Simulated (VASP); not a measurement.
Here is the system:

```yaml
crystal:
  lattice:
    - [0.00000, 3.20711, 3.20711]
    - [3.20711, 0.00000, 3.20711]
    - [3.20711, 3.20711, 0.00000]
  atoms:
    - { symbol: Sn, position: [0.00000, 0.00000, 0.00000] }
    - { symbol: Te, position: [0.50000, 0.50000, 0.50000] }
```

Calculation: optB88-vdW, VASP's PBE PAW potentials (set 64) (plane waves; VASP). Numerical set-up: 520 eV cut-off, 7×7×7 Γ-centred mesh, Gaussian smearing of 0.050 eV, potentials Sn_d Te.

**Question.** Give the energy at these volumes per atom, relative to the lowest: 30.99, 31.98, 32.97, 33.96, 34.95 Å³.

**Answer.** 17.5, 4.2, 0.0, 3.5, 13.6 meV/atom. A third-order Birch-Murnaghan fit gives B0 = 41.4 GPa and B0′ = 4.3.

Measured: bulk modulus 37.8 GPa (computed value off by +9.6 %), as given by Cormac Toher et al., Physical Review Materials (2017), arXiv:1611.05714; a 6.316 Å (computed value off by +1.6 %), as given by Ayanesh Maiti et al., Applied Physics Letters (2022), arXiv:2109.01420. The calculation is for a static lattice, while the measured bulk modulus, a hold thermal and zero-point effects, which are part of the difference.

The compound is SnTe in the rock salt structure, which distorts at low temperature. It was relaxed first.
